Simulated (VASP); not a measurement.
```
ZrSi
1.0
    6.17401     0.00000     0.00000
   -3.08700     5.34685     0.00000
    0.00000     0.00000     4.01323
Zr Si
3 3
Direct
  0.50000   0.00000   0.00000
  0.50000   0.50000   0.00000
  0.00000   0.50000   0.00000
  0.00000   0.00000   0.00000
  0.33333   0.66667   0.50000
  0.66667   0.33333   0.50000
```

Level of theory: PBEsol GGA, VASP's PBE PAW potentials (set 64) (plane waves; VASP 6.6.1). Settings: 400 eV cut-off, Gaussian smearing of 0.050 eV, potentials Zr_sv Si.

**Question.** Give the energies of bands 14 to 27 at the high-symmetry points, in eV from the Fermi level.

**Answer.** 
```json
[
 {"band": "14", "Γ": "-6.91", "M": "-7.42", "K": "-7.59", "A": "-6.91", "L": "-6.92", "H": "-6.99"},
 {"band": "15", "Γ": "-5.67", "M": "-6.59", "K": "-6.97", "A": "-6.87", "L": "-6.37", "H": "-6.30"},
 {"band": "16", "Γ": "-3.40", "M": "-3.63", "K": "-3.01", "A": "-4.65", "L": "-3.92", "H": "-3.27"},
 {"band": "17", "Γ": "-3.40", "M": "-2.60", "K": "-2.54", "A": "-2.25", "L": "-3.18", "H": "-3.27"},
 {"band": "18", "Γ": "-3.32", "M": "-2.56", "K": "-2.54", "A": "-2.25", "L": "-2.31", "H": "-3.24"},
 {"band": "19", "Γ": "-2.23", "M": "-1.67", "K": "-2.09", "A": "-1.10", "L": "-2.07", "H": "-1.76"},
 {"band": "20", "Γ": "-1.56", "M": "-1.53", "K": "-2.09", "A": "-1.10", "L": "-1.99", "H": "-1.76"},
 {"band": "21", "Γ": "-1.56", "M": "-1.39", "K": "-1.18", "A": "-0.81", "L": "-1.44", "H": "-1.66"},
 {"band": "22", "Γ": "-0.72", "M": "-1.30", "K": "-1.18", "A": "-0.81", "L": "-0.99", "H": "-1.66"},
 {"band": "23", "Γ": "-0.72", "M": "-0.85", "K": "-0.86", "A": "-0.69", "L": "-0.81", "H": "-0.42"},
 {"band": "24", "Γ": "0.30", "M": "-0.39", "K": "0.10", "A": "-0.46", "L": "0.08", "H": "-0.08"},
 {"band": "25", "Γ": "0.43", "M": "0.18", "K": "0.10", "A": "-0.25", "L": "0.45", "H": "0.57"},
 {"band": "26", "Γ": "0.43", "M": "1.05", "K": "0.14", "A": "-0.25", "L": "0.81", "H": "1.68"},
 {"band": "27", "Γ": "2.33", "M": "1.52", "K": "1.99", "A": "1.46", "L": "1.94", "H": "1.69"}
]
```

It has no gap at this level: it comes out as a metal or semimetal.

The structure was generated: ZrSi was put into the CoSn type (P6/mmm), which need not be its known phase. It was relaxed first, which changed the volume by -20 %.
